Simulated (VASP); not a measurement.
```
CELL_PARAMETERS angstrom
      4.73121     0.00000     0.00000
      0.00000     4.73121     0.00000
      0.00000     0.00000     3.15400
ATOMIC_POSITIONS crystal
  Zn 0.00000 0.00000 0.00000
  Zn 0.50000 0.50000 0.50000
  F  0.30312 0.30312 0.00000
  F  0.80312 0.19688 0.50000
  F  0.19688 0.80312 0.50000
  F  0.69688 0.69688 0.00000
```

Level of theory: vdW-DF-cx, VASP's PBE PAW potentials (set 64) (plane waves; VASP). Settings: 520 eV cut-off, 5×5×8 Γ-centred mesh, tetrahedra with Blöchl corrections, potentials Zn F.

The cores are frozen, which limits the accuracy of field gradients.

**Question.** Give the principal components of the electric field gradient (V/Å²) and the asymmetry η at each nucleus.

**Answer.** 
```tsv
atom	Vxx	Vyy	Vzz	η
Zn1	-12.5	-9.7	22.2	0.12
Zn2	-12.5	-9.7	22.2	0.12
F3	64.7	27.1	-91.8	0.41
F4	64.7	27.1	-91.8	0.41
F5	64.7	27.1	-91.8	0.41
F6	64.7	27.1	-91.8	0.41
```

The compound is ZnF2 in the rutile structure. It was relaxed first.
